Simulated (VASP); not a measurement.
```
CdMgTe2
1.0
    2.26130     1.30556     7.34052
   -2.26130     1.30556     7.34052
    0.00000    -2.61112     7.34052
Mg Cd Te
1 1 2
Direct
  0.50091   0.50091   0.50091
  0.99955   0.99955   0.99955
  0.87356   0.87356   0.87356
  0.37597   0.37597   0.37597
```

Calculation: LDA (Ceperley-Alder, Perdew-Zunger), VASP's LDA PAW potentials (set 64) (plane waves; VASP). Run with 400 eV cut-off, 7×7×7 Γ-centred mesh, tetrahedra with Blöchl corrections, potentials Mg Cd Te.

The cores are frozen, which limits the accuracy of field gradients.

### Question
Give the principal components of the electric field gradient (V/Å²) and the asymmetry η at each nucleus.

### Answer

| atom | Vxx | Vyy | Vzz | η |
|---|---|---|---|---|
| Mg1 | -0.3 | -0.3 | 0.7 | 0.00 |
| Cd2 | 1.0 | 1.0 | -1.9 | 0.00 |
| Te3 | -51.6 | -51.6 | 103.1 | 0.00 |
| Te4 | 52.0 | 52.0 | -104.0 | 0.00 |

The structure comes from a computed database's MgCdTe2 entry (R3m); how it stands against other phases isn't given here. It was relaxed first, which changed the volume by -6 %.
